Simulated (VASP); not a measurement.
OSZICAR of a VASP run on ZnS (zinc blende):

### OSZICAR
```
       N       E                     dE             d eps       ncg     rms          rms(c)
DAV:   1     0.896331447922E+02    0.89633E+02   -0.91594E+03   910   0.167E+03
DAV:   2    -0.175970413342E+01   -0.91393E+02   -0.86763E+02   970   0.285E+02
DAV:   3    -0.789329164244E+01   -0.61336E+01   -0.61002E+01  1145   0.752E+01
DAV:   4    -0.797579934607E+01   -0.82508E-01   -0.82462E-01  1030   0.910E+00
DAV:   5    -0.797692424735E+01   -0.11249E-02   -0.11249E-02  1120   0.109E+00    0.808E+00
DAV:   6    -0.757574787538E+01    0.40118E+00   -0.10566E+00  1193   0.419E+01    0.616E+00
DAV:   7    -0.756069682029E+01    0.15051E-01   -0.41222E-01   940   0.674E+00    0.289E+00
DAV:   8    -0.755738581446E+01    0.33110E-02   -0.63632E-03  1095   0.789E-01    0.808E-01
DAV:   9    -0.755703490540E+01    0.35091E-03   -0.97599E-04  1056   0.410E-01    0.119E-01
DAV:  10    -0.755710720884E+01   -0.72303E-04   -0.18861E-04  1089   0.205E-01    0.647E-02
DAV:  11    -0.755710660910E+01    0.59973E-06   -0.52049E-05  1085   0.169E-01    0.722E-03
DAV:  12    -0.755710615448E+01    0.45463E-06   -0.56775E-06  1364   0.486E-02
   1 F= -.52841053E+01 E0= -.52841053E+01  d E =-.528411E+01
       N       E                     dE             d eps       ncg     rms          rms(c)
DAV:   1    -0.883923877461E+01   -0.12821E+01   -0.16142E+01  1100   0.972E+01    0.911E+00
DAV:   2    -0.758682142596E+01    0.12524E+01   -0.62393E+00  1045   0.921E+01    0.346E+00
DAV:   3    -0.742494818364E+01    0.16187E+00   -0.41203E-01  1085   0.189E+01    0.158E+00
DAV:   4    -0.738902804191E+01    0.35920E-01   -0.11268E-01  1030   0.339E+00    0.902E-01
DAV:   5    -0.738578522997E+01    0.32428E-02   -0.39640E-03  1412   0.155E+00    0.635E-01
DAV:   6    -0.738270427312E+01    0.30810E-02   -0.33947E-03  1554   0.184E+00    0.624E-02
DAV:   7    -0.738281381802E+01   -0.10954E-03   -0.13843E-03   940   0.370E-01    0.567E-02
DAV:   8    -0.738281148185E+01    0.23362E-05   -0.14243E-05  1111   0.627E-02    0.200E-02
DAV:   9    -0.738280890847E+01    0.25734E-05   -0.70317E-06  1107   0.871E-02    0.454E-03
DAV:  10    -0.738280900716E+01   -0.98694E-07   -0.88238E-07   475   0.109E-02
   2 F= -.52910924E+01 E0= -.52910924E+01  d E =-.698717E-02
       N       E                     dE             d eps       ncg     rms          rms(c)
DAV:   1    -0.775492854581E+01   -0.37212E+00   -0.34471E+00  1075   0.499E+01    0.374E+00
DAV:   2    -0.751969966285E+01    0.23523E+00   -0.75325E-01  1080   0.268E+01    0.153E+00
DAV:   3    -0.749099877367E+01    0.28701E-01   -0.32173E-02   945   0.168E+00    0.728E-01
DAV:   4    -0.748376143275E+01    0.72373E-02   -0.38486E-03  1064   0.815E-01    0.262E-01
DAV:   5    -0.748298819140E+01    0.77324E-03   -0.10024E-03  1429   0.700E-01    0.648E-02
DAV:   6    -0.748298254061E+01    0.56508E-05   -0.39723E-04   955   0.285E-01    0.294E-02
DAV:   7    -0.748298680114E+01   -0.42605E-05   -0.29181E-05  1155   0.182E-01    0.132E-02
DAV:   8    -0.748298494552E+01    0.18556E-05   -0.10054E-05   950   0.933E-02    0.175E-03
DAV:   9    -0.748298495057E+01   -0.50441E-08   -0.42437E-07   460   0.757E-03
   3 F= -.53102858E+01 E0= -.53102858E+01  d E =-.261805E-01
```

Which electronic solver shows in the log?

It is blocked Davidson (ALGO = Normal, or the opening steps of other solvers). The INCAR had ALGO = Normal.

Can the final energy be trusted as converged?

Self-consistency was reached. It stopped with EDIFF = 1E-6, NELM = 100, NSW = 40 and EDIFFG = -0.02 after 3 ionic steps (PBEsol GGA, plane waves, VASP's PBE PAW potentials (set 64)). Energy and stress use the plane-wave basis of the starting cell.

The compound is ZnS in the zinc blende structure. This run relaxes it under an external pressure of 10 GPa. Symmetry was kept, so distortions that lower it aren't found.
